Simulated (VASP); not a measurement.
Here is the system:

```
CELL_PARAMETERS angstrom
      4.47481     0.00000     0.00000
     -2.23740     3.87530     0.00000
      0.00000     0.00000     6.97243
ATOMIC_POSITIONS crystal
  P  0.33333 0.66667 0.24670
  P  0.66667 0.33333 0.75330
  Ca 0.00000 0.00000 0.00000
  Ca 0.33333 0.66667 0.64700
  Ca 0.66667 0.33333 0.35300
```

Calculation: PBE GGA, VASP's PBE PAW potentials (set 64) (plane waves; VASP). Settings: 300 eV cut-off, 5×5×3 Γ-centred mesh, Gaussian smearing of 0.14 eV, potentials P Ca_sv.

At this cut-off the stress carries a Pulay error, which pulls relaxed volumes low.

Q: Give the force on each atom (eV/Å).

A: 
```json
[
 {"atom": "P1", "Fx": "0.000", "Fy": "0.000", "Fz": "-1.096"},
 {"atom": "P2", "Fx": "0.000", "Fy": "0.000", "Fz": "1.096"},
 {"atom": "Ca3", "Fx": "0.000", "Fy": "0.000", "Fz": "0.000"},
 {"atom": "Ca4", "Fx": "0.000", "Fy": "0.000", "Fz": "0.346"},
 {"atom": "Ca5", "Fx": "0.000", "Fy": "0.000", "Fz": "-0.346"}
]
```

Q: Give the stress tensor in GPa (positive for a compressed cell).

A: 
```
7.29  0.00  0.00
0.00  7.29  0.00
0.00  0.00  6.55
```
The pressure is its mean diagonal, 7.04 GPa.

The structure was generated: Ca3P2 was put into an ordered model structure, which need not be its known phase. The cell was not relaxed at this level.
